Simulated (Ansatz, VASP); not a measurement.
# TiNF in two plane-wave programs, part 2 of 3

One calculation is typed for both programs; each brings its own data sets. How far apart do they land? Of the first pair: The structure shown is the end of the VASP relaxation below. Valence electrons are named where the data sets of a main pair hold unlike numbers.

VASP 6.6.1 and Ansatz 0.2.0.

So far: Set-up; VASP: relaxation, PBEsol.

## Step 3: Ansatz: single point, PBEsol

Level of this step: Ansatz beside VASP: Kohn-Sham DFT, plane waves, PBEsol (Ansatz).

Ansatz runs on its default PAW (the set named soft_2) files.

The same cell, functional, mesh and smearing now go to Ansatz, which takes its cutoff from its data sets.

input.yaml reads:

```yaml
crystal:
  lattice:
    - [3.062004, 0.0, 0.0]
    - [0.0, 3.964387, 0.0]
    - [0.0, 0.0, 27.20569916]
  atoms:
    - { symbol: F, position: [0.5, 0.5, 0.72253869] }
    - { symbol: F, position: [0.0, 0.0, 0.56667647] }
    - { symbol: F, position: [0.5, 0.5, 0.43332353] }
    - { symbol: F, position: [0.0, 0.0, 0.27746131] }
    - { symbol: Ti, position: [0.0, 0.5, 0.67414817] }
    - { symbol: Ti, position: [0.5, 0.0, 0.61506569] }
    - { symbol: Ti, position: [0.0, 0.5, 0.38493431] }
    - { symbol: Ti, position: [0.5, 0.0, 0.32585183] }
    - { symbol: "N", position: [0.0, 0.0, 0.66304505] }
    - { symbol: "N", position: [0.5, 0.5, 0.62617758] }
    - { symbol: "N", position: [0.0, 0.0, 0.37382242] }
    - { symbol: "N", position: [0.5, 0.5, 0.33695495] }
hamiltonian:
  xc: pbesol
  pseudopotentials: { kind: paw }
kpoints:
  mp_grid: { grid: [8, 6, 1] }
scf:
  occupations: { method: gaussian, width: 0.05 }
  n_extra_bands: 7
efield:
  axis: 3
  dipole_correction: true
  ramp_width: 0.04
output:
  forces: true
  eigenvalues: true
  write_density: true
  write_potential: true
  elf: true
  volumetric_format: npy
```

On the command line:

```console
> ansatz run input.yaml --threads 4 --pin off --max-ram 9216MiB --backend cpu --events-out ev --progress --plain --runs-dir out
```

Numbers of over 12 decimals in the logs are rounded to 6 here.

The program printed:

```text
scf.n_extra_bands = 7 over 48 filled bands (N_el = 96.0): the run solves 55 bands
Engine: ansatz 0.2.0, aarch64-unknown-linux-gnu
Pseudopotentials: kind: paw
Pseudopotential: F, paw, valence charge 7, recommended cutoff 420 eV (normal), F.paw.azcp
Pseudopotential: Ti, paw, valence charge 12, recommended cutoff 420 eV (normal), Ti.paw.azcp
Pseudopotential: N, paw, valence charge 5, recommended cutoff 420 eV (normal), N.paw.azcp
Functional definition: PBEsol
  exchange = pbesol_x
  correlation = pbesol_c
Crystal: 12 atoms, lattice volume = 330.249 Å³
Basis set: ecut = 420 eV, 6493 PW (Γ), exchange–correlation on 48×54×384 points (8 copies of the dense FFT grid, shifted against one another)
Bands: 55, of which v1, the nominal top of the filled ones, is band 48 counted from 1 (47 counted from 0)
Symmetry: 4 space group operations
k-points: 20 of 48
Non-local potential: F, projectors of the file, l = 0: 2, l = 1: 2, l = 2: 1
Non-local potential: Ti, projectors of the file, l = 0: 3, l = 1: 2, l = 2: 3, l = 3: 1
Non-local potential: N, projectors of the file, l = 0: 2, l = 1: 2, l = 2: 1
PAW form: soft (Blöchl's): semilocal exchange-correlation on the pseudo side does not see the compensation charge
PAW frozen core: F, regenerated for the run's functional, and the local potential with it (the file was generated under x = pbe(κ = 0.804, μ = 0.219515), c = pbe(β = 0.066725))
PAW frozen core: Ti, regenerated for the run's functional, and the local potential with it (the file was generated under x = pbe(κ = 0.804, μ = 0.219515), c = pbe(β = 0.066725))
PAW frozen core: N, regenerated for the run's functional, and the local potential with it (the file was generated under x = pbe(κ = 0.804, μ = 0.219515), c = pbe(β = 0.066725))
PAW one-centre angular grid: F, 110 points (default); XC on 64 Gauss nodes
PAW one-centre angular grid: Ti, 590 points (default); XC on 64 Gauss nodes
PAW one-centre angular grid: N, 110 points (default); XC on 64 Gauss nodes
Initial density: superposition of atomic densities (neutral atoms: chi_scale 0, normalization atom), corrected by the library's trained network
Initial wavefunctions: pseudopotential atomic-orbital guess
Functional: x = pbesol(κ = 0.804, μ = 0.123457), c = pbesol(β = 0.046)
SCF iter   1: F=—  HF=-14627.546139 eV  |F-HF|=—  |Δ(HF+E_count)|=         —  Δρ=8.48e-3  dr2=1.59e-1  ethr=1.77e-3  p=0.000 e·Å  D=6.46e-14 V/Å  ΔV_dip=-0.00 eV  dr2_dipole=1.87e-8  V_vac-E_F(+/−)=5.72/5.71 eV  ⟨swp⟩=6.0  Hψ=4751  notcnv=0
efield: sawtooth ramp at fractional position 0.9800 (placed from the atoms, in the widest stretch of the axis that holds none; the zero of the levels goes with the place), width 0.0400; the density the first Hamiltonian is built on has a dipole p = 0.000 e·Å; the dipole correction subtracts the counter field D = 6.46e-14 V/Å, which shifts the + side's vacuum level by -0.00 eV against the − side's; the planar-averaged density in the ramp window peaks in size at 3.2e-5 e/Å³
preconditioner: auto → Resta (q_TF=auto, 2.221 Å⁻¹)  ε∞=4.0  [insulator: Δε(μ)=0.623 eV  Ē_g=9.367 eV  σ=0.050 eV  W_gap=1.00  n_scr=58 (ndim 8)  ℏωp=16.3 eV  f_vac=0.584  D(μ)=0.00/eV (n_scr^D=0)  ε∞_Penn≈4.0  vacuum switching on, ρ_ref=6.4e-3 e/Å³]
SCF iter   2: F=—  HF=-14627.510585 eV  |F-HF|=—  |Δ(HF+E_count)|=   3.56e-2  Δρ=3.76e-3  dr2=4.01e-2  ethr=1.66e-4  p=0.000 e·Å  D=1.90e-5 V/Å  ΔV_dip=-0.00 eV  dr2_dipole=1.06e-8  V_vac-E_F(+/−)=5.88/5.88 eV  ⟨swp⟩=2.5  Hψ=2058  notcnv=0  defer=45
SCF iter   3: F=—  HF=-14627.504721 eV  |F-HF|=—  |Δ(HF+E_count)|=   5.86e-3  Δρ=1.63e-3  dr2=8.78e-3  ethr=4.18e-5  p=-0.000 e·Å  D=-1.34e-7 V/Å  ΔV_dip=0.00 eV  dr2_dipole=3.08e-9  V_vac-E_F(+/−)=5.96/5.96 eV  ⟨swp⟩=3.0  Hψ=2305  notcnv=0  defer=45
SCF iter   4: F=—  HF=-14627.504404 eV  |F-HF|=—  |Δ(HF+E_count)|=   3.16e-4  Δρ=9.39e-4  dr2=2.55e-3  ethr=9.15e-6  p=-0.000 e·Å  D=-1.52e-6 V/Å  ΔV_dip=0.00 eV  dr2_dipole=1.20e-11  V_vac-E_F(+/−)=6.03/6.03 eV  ⟨swp⟩=2.2  Hψ=1620  notcnv=0  defer=45
SCF iter   5: F=—  HF=-14627.504293 eV  |F-HF|=—  |Δ(HF+E_count)|=   1.12e-4  Δρ=2.69e-4  dr2=2.61e-4  ethr=2.66e-6  p=-0.000 e·Å  D=-4.21e-6 V/Å  ΔV_dip=0.00 eV  dr2_dipole=1.28e-10  V_vac-E_F(+/−)=6.07/6.07 eV  ⟨swp⟩=2.0  Hψ=1581  notcnv=0  defer=45
SCF iter   6: F=—  HF=-14627.504366 eV  |F-HF|=—  |Δ(HF+E_count)|=   7.35e-5  Δρ=6.80e-5  dr2=1.98e-5  ethr=2.72e-7  p=-0.000 e·Å  D=-2.95e-6 V/Å  ΔV_dip=0.00 eV  dr2_dipole=1.79e-10  V_vac-E_F(+/−)=6.10/6.10 eV  ⟨swp⟩=2.0  Hψ=1667  notcnv=0  defer=45
SCF iter   7: F=—  HF=-14627.504686 eV  |F-HF|=—  |Δ(HF+E_count)|=   3.20e-4  Δρ=5.90e-5  dr2=3.06e-5  ethr=2.07e-8  p=0.000 e·Å  D=1.82e-6 V/Å  ΔV_dip=-0.00 eV  dr2_dipole=1.32e-9  V_vac-E_F(+/−)=6.11/6.11 eV  ⟨swp⟩=2.2  Hψ=2019  notcnv=0  defer=45
SCF iter   8: F=—  HF=-14627.504684 eV  |F-HF|=—  |Δ(HF+E_count)|=   2.66e-6  Δρ=1.55e-5  dr2=9.81e-7  ethr=2.07e-8  p=-0.000 e·Å  D=-8.45e-7 V/Å  ΔV_dip=0.00 eV  dr2_dipole=7.23e-12  V_vac-E_F(+/−)=6.11/6.11 eV  ⟨swp⟩=2.0  Hψ=1456  notcnv=0  defer=45
SCF iter   9: F=—  HF=-14627.504684 eV  |F-HF|=—  |Δ(HF+E_count)|=   1.58e-7  Δρ=6.16e-6  dr2=1.67e-7  ethr=1.02e-9  p=-0.000 e·Å  D=-7.88e-7 V/Å  ΔV_dip=0.00 eV  dr2_dipole=3.51e-12  V_vac-E_F(+/−)=6.11/6.11 eV  ⟨swp⟩=2.8  Hψ=1740  notcnv=0  defer=45
SCF iter  10: F=-14627.504684 eV  HF=-14627.504684 eV  |F-HF|=4.29e-8  |Δ(HF+E_count)|=   1.34e-8  Δρ=3.97e-6  dr2=6.21e-8  ethr=1.04e-10  p=-0.000 e·Å  D=-3.63e-7 V/Å  ΔV_dip=0.00 eV  dr2_dipole=6.61e-13  V_vac-E_F(+/−)=6.11/6.11 eV  ⟨swp⟩=17.2  Hψ=9206  notcnv=0
SCF 1 converged in 10 iterations: F = -14627.504684 eV  dr2 = 6.21e-8
  greatest PAW one-centre occupation: 0.999 electrons in one spin orbital (limit 2), on the Ti atom at site 7 (counted from 0), in its partial waves of l = 0
WARN: The output density's exchange-correlation potential varies sharply where the density is thin. Do not read a vacuum level from v_tot or v_xc, or from such a field of the output density. On a cell that repeats whose density bears no net charge and no dipole along the vacuum's axis use v_es (v_loc + v_h of the components); under efield.dipole_correction with no amplitude use v_es + v_field, which holds any externa [...]
SCF converged after 10 iterations
Free energy (F): -14627.504684 eV
Harris-Foulkes:  -14627.504684 eV  (|F-HF|=4.29e-8)
Internal energy: -14627.504684 eV  (E = F + TS)
E sigma→0 (E₀):  -14627.504684 eV
Fermi energy:    0.194403 eV
Dipole field:    D = 0.000000 V/Å  (p = 0.000001 e·Å, saw-weighted, corrected)
Work function:   Φ+ = 6.1114 eV   Φ− = 6.1114 eV
Levels:          The Fermi level and band energies are counted from a zero that moves with the ramp; work functions are not
--- Per-component energies (eV) ---
  E_band       = -1771.910083
  E_kinetic    = 2430.451164
  E_local      = -81881.500314  (includes V_loc(G=0)·N_el)
  E_nonlocal   = 497.681733
  E_hartree    = 39693.153863
  E_xc         = -941.660947
  E_vxc        = -1198.523540  (∫ρ·V_xc dr)
  E_paw        = -5344.243211  (= ΣΔE_a)
  E_vpaw       = -1006.348299  (= ΣTr[D̂ρ^β])
  E_aug_tail   = 0.009104  (compensation charges beyond the density's cutoff)
  E_efield     = 0.000000  (sawtooth field / dipole correction)
  E_vefield    = 0.000000  (∫n·V_field dr)
  E_ewald      = 30917.764222
  E_core_change = 0.839703  (= ΣΔE_core)
  E_smearing   = -0.000000  (= −TS)
  E_closure    = 0.000000  (closes the sum)
  Σ components = -14627.504684   (vs F -14627.504684, Δ=0.00e0)
--- Forces (eV/Å), atoms counted from 1 ---
  atom   1  F      0.00000000     0.00000000    -0.07066030
  atom   2  F      0.00000000     0.00000000     0.06536274
  atom   3  F      0.00000000     0.00000000    -0.06536359
  atom   4  F      0.00000000     0.00000000     0.07066119
  atom   5  Ti     0.00000000     0.00000000    -0.23512099
  atom   6  Ti     0.00000000     0.00000000     0.23851596
  atom   7  Ti     0.00000000     0.00000000    -0.23851317
  atom   8  Ti     0.00000000     0.00000000     0.23512732
  atom   9  N      0.00000000     0.00000000    -0.25096866
  atom  10  N      0.00000000     0.00000000     0.24738268
  atom  11  N      0.00000000     0.00000000    -0.24739116
  atom  12  N      0.00000000     0.00000000     0.25096388
  max |Σ_I F_I| component: 4.11e-6 eV/Å
--- Band table (eV; the first three rows and the last of 20) ---
  k-point 0: bands = [... 44 lower, -1.3355, -1.3350, -0.1438, -0.1438, 0.5326, 0.5326, 1.3766, 1.3771, ... 3 higher]
  k-point 1: bands = [... 44 lower, -1.7835, -1.7833, -1.3222, -1.3222, 1.0526, 1.0527, 1.3302, 1.3330, ... 3 higher]
  k-point 2: bands = [... 44 lower, -2.4105, -2.4037, -2.2635, -2.2587, 1.0359, 1.0372, 1.3045, 1.3053, ... 3 higher]
  k-point 19: bands = [... 44 lower, -2.8650, -2.8650, -2.8636, -2.8636, 1.9169, 1.9169, 1.9187, 1.9187, ... 3 higher]
```

It took 12 s on 4 threads of Arm Neoverse V2, shared host; peak memory 0.86 GiB.

Reading the cycles: dr2 is the Hartree energy of the density residual (eV), the measure of convergence; HF is the Harris–Foulkes estimate of the energy, which meets the free energy F at convergence.

## Step 4: Side by side

Known differences besides the potentials themselves: the data sets hold 96 valence electrons in Ansatz (on its default PAW (the set named soft_2) files) and 64 in VASP; the cutoff is 420 eV in Ansatz and 400 eV in VASP (PREC = Normal); Ansatz makes its cores anew for this functional, VASP keeps those of its PBE data sets; VASP leaves aspherical gradient terms in its spheres out (LASPH is not set), Ansatz keeps them. Total energies have different zeros and are not compared.

Both answers:

```csv
quantity,Ansatz,VASP,difference
gap on the k mesh (eV),0.676,0.539,+0.137
```

At this near-relaxed geometry the largest component of a force difference is 260 meV/Å. A gap on the mesh is an upper bound, since the band edges may lie between its points. With vacuum in the cell, a pressure given here is an average over mostly empty space and none of the material.

## Step 5: What the set-up changes

Further runs change the set-up of one program: Ansatz's method, potentials or start, or VASP's data sets, cutoff or form of LDA. The table gives Ansatz less VASP for each quantity, since a change that brings one quantity closer may part another.

```csv
run,r.m.s. force difference (meV/Å),gap on the k mesh (eV)
as above,119,0.14
cores kept as stored,117,0.13
norm-conserving potentials (cutoff 1143 eV),119,0.16
```

## Step 6: VASP: band structure, PBEsol

Levels along a path test the potential and the projectors away from the mesh points.

INCAR reads:

```
SYSTEM = TiNF
PREC = Normal
ENCUT = 400
EDIFF = 1E-06
NELM = 120
ISMEAR = 0
SIGMA = 0.05
LREAL = .FALSE.
ALGO = Fast
GGA = PS
NBANDS = 60
LORBIT = 11
LWAVE = .FALSE.
LCHARG = .TRUE.
IDIPOL = 3
LDIPOL = .TRUE.
DIPOL = 0.5 0.5 0.5
LVHAR = .TRUE.
LVACPOTAV = .TRUE.
LELF = .TRUE.
NEDOS = 1500
```

POSCAR reads:

```
TiNF
1.0
    3.0620040000      0.0000000000      0.0000000000
    0.0000000000      3.9643870000      0.0000000000
    0.0000000000      0.0000000000     27.2056991612
F Ti N
4 4 4
Direct
    0.5000000000      0.5000000000      0.7225386906
    0.0000000000      0.0000000000      0.5666764722
    0.5000000000      0.5000000000      0.4333235278
    0.0000000000      0.0000000000      0.2774613094
    0.0000000000      0.5000000000      0.6741481662
    0.5000000000      0.0000000000      0.6150656857
    0.0000000000      0.5000000000      0.3849343143
    0.5000000000      0.0000000000      0.3258518338
    0.0000000000      0.0000000000      0.6630450516
    0.5000000000      0.5000000000      0.6261775761
    0.0000000000      0.0000000000      0.3738224239
    0.5000000000      0.5000000000      0.3369549484
```

KPOINTS reads:

```
Automatic mesh
0
Gamma
8 6 1
0 0 0
```

KPOINTS_OPT reads:

```
Line mode
14
Line-mode
Reciprocal
  0.00000000   0.00000000   0.00000000 GAMMA
  0.50000000   0.00000000   0.00000000 X

  0.50000000   0.00000000   0.00000000 X
  0.50000000   0.50000000   0.00000000 S

  0.50000000   0.50000000   0.00000000 S
  0.00000000   0.50000000   0.00000000 Y

  0.00000000   0.50000000   0.00000000 Y
  0.00000000   0.00000000   0.00000000 GAMMA

  0.00000000   0.00000000   0.00000000 GAMMA
  0.50000000   0.50000000   0.00000000 S
```

Potentials, in the order of the species: F, Ti and N (PBE family, release 64).

On the command line:

```console
> mpirun -np 4 vasp_std
```

The program printed:

```text
[banner, memory and clock lines left out]
running    4 mpi-ranks, on    1 nodes
[...]
[... a notice as in an earlier step ...]

 LDA part: xc-table for (Slater+PW92), standard interpolation
 POSCAR, INCAR and KPOINTS ok, starting setup
[...]
entering main loop
       N       E                     dE             d eps       ncg     rms          rms(c)
DAV:   1     0.636199157187E+03    0.63620E+03   -0.21240E+04  2400   0.741E+02
DAV:   2     0.143858254585E+02   -0.62181E+03   -0.54938E+03  2696   0.220E+02
DAV:   3    -0.127949726871E+03   -0.14234E+03   -0.13865E+03  2684   0.125E+02
DAV:   4    -0.132295766387E+03   -0.43460E+01   -0.43322E+01  2736   0.262E+01
[...]
RMM:  24    -0.101702560633E+03   -0.10521E-04   -0.38397E-07  1964   0.183E-03    0.836E-04
RMM:  25    -0.101702562813E+03   -0.21795E-05   -0.53804E-08  1637   0.837E-04    0.883E-04
RMM:  26    -0.101702563643E+03   -0.83014E-06   -0.84022E-09  1221   0.581E-04
|                                                                             |
[...]
1 F= -.10170256E+03 E0= -.10170256E+03  d E =-.151173E-11
 Start KPOINTS_OPT (optional k-point list driver)
k-point batch [1-20\70]
       N       E                     dE             ncg
DAV:   1    -0.130272859242E+04   -0.25852E+05     2400
DAV:   2    -0.114222787237E+05   -0.10120E+05     2808
DAV:   3    -0.133998603008E+05   -0.19776E+04     2536
DAV:   4    -0.134559541176E+05   -0.56094E+02     2608
DAV:   5    -0.134568133164E+05   -0.85920E+00     2664
DAV:   6    -0.134568329314E+05   -0.19615E-01     2664
DAV:   7    -0.134568335048E+05   -0.57337E-03     2760
DAV:   8    -0.134568335250E+05   -0.20150E-04     2588
DAV:   9    -0.134568335257E+05   -0.78350E-06     1660
[...]
k-point batch [61-70\70]
       N       E                     dE             ncg
DAV:   1     0.180477698484E+03   -0.16598E+05     1200
DAV:   2    -0.487344210617E+04   -0.50539E+04     1404
DAV:   3    -0.583423608263E+04   -0.96079E+03     1316
DAV:   4    -0.586102389639E+04   -0.26788E+02     1312
DAV:   5    -0.586138203904E+04   -0.35814E+00     1380
DAV:   6    -0.586138878026E+04   -0.67412E-02     1328
DAV:   7    -0.586138893704E+04   -0.15678E-03     1384
DAV:   8    -0.586138894123E+04   -0.41869E-05     1224
DAV:   9    -0.586138894137E+04   -0.13488E-06      848
```

Parts of OUTCAR (step 6):

```text
  Total       -9.4424721     -8.1031062     -6.6457415      0.0000000      0.0000000      0.0000000
  in kB      -45.8094003    -39.3115733    -32.2412848      0.0000000      0.0000000      0.0000000
  external PRESSURE =     -39.1207528 kB  Pullay stress =       0.0000000 kB

 POSITION                                       TOTAL-FORCE (eV/Angst)
 -----------------------------------------------------------------------------------
      1.53100      1.98219     19.65717         0.000000      0.000000      0.001341
      0.00000      0.00000     15.41683         0.000000      0.000000     -0.015215
      1.53100      1.98219     11.78887         0.000000      0.000000      0.015215
      0.00000      0.00000      7.54853         0.000000      0.000000     -0.001341
      0.00000      1.98219     18.34067         0.000000      0.000000      0.006558
      1.53100      0.00000     16.73329         0.000000      0.000000     -0.002702
      0.00000      1.98219     10.47241         0.000000      0.000000      0.002702
      1.53100      0.00000      8.86503         0.000000      0.000000     -0.006558
      0.00000      0.00000     18.03860         0.000000      0.000000     -0.005452
      1.53100      1.98219     17.03560         0.000000      0.000000     -0.009761
      0.00000      0.00000     10.17010         0.000000      0.000000      0.009761
      1.53100      1.98219      9.16709         0.000000      0.000000      0.005452
 -----------------------------------------------------------------------------------
    total drift:                                0.000000     -0.000000      0.000000

  FREE ENERGIE OF THE ION-ELECTRON SYSTEM (eV)
  ---------------------------------------------------
  free  energy   TOTEN  =      -101.7025636428 eV

  energy  without entropy=     -101.7025636428  energy(sigma->0) =     -101.70256364

[... 1 part as in an earlier step ...]

[... 2 further parts left out ...]
[key lines of the parts left out:]
E-fermi :  -2.7552
```

(Continued in part 3 of 3.)

[Lines on the potential files, build, host, timing and source positions are cut from VASP's logs without a mark.]

[Logs are printed without paths, hosts, clocks, repeated set-up lines and the standing remarks that a program may print on its own settings, such as how far it seeks lower states.]

[Hosts, paths, dates, database ids (printed as entryN), source tags and the programs' standing remarks are cut or masked in the printed files.]
